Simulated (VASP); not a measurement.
The cell holds one CaF2 (fluorite) (111) slab, with vacuum along c, ions free to move until forces fall under 0.03 eV/Å, no reconstruction beyond this cell, dipole correction on. Ionisation potential and electron affinity count from the cell's own band edges, surface states included.

```
CaF2
1.0
    3.83672     0.00000     0.00000
   -1.91836     3.32269     0.00000
    0.00000     0.00000    24.30442
F Ca
6 3
Direct
  0.66667   0.33333   0.33857
  0.33333   0.66667   0.46743
  0.00000   0.00000   0.40383
  0.00000   0.00000   0.59617
  0.66667   0.33333   0.53257
  0.33333   0.66667   0.66143
  0.33333   0.66667   0.37142
  0.00000   0.00000   0.50000
  0.66667   0.33333   0.62858
```

Method: PBEsol GGA, VASP's PBE PAW potentials (set 64) (plane waves; VASP). Run with 450 eV cut-off, 6×6×1 Γ-centred mesh, Gaussian smearing of 0.050 eV, potentials F Ca_sv.

Slab and bulk use different k-meshes, so the surface energy is good to a few per cent at best.

### Question
Predict its surface energy, ionisation potential, electron affinity.

### Answer

| Quantity | Result |
|---|---|
| surface energy | 0.42 J/m² |
| ionisation potential | 8.09 eV |
| electron affinity | 1.32 eV |

The cell is a thin slab with vacuum, built from CaF2 (fluorite): (111) face.
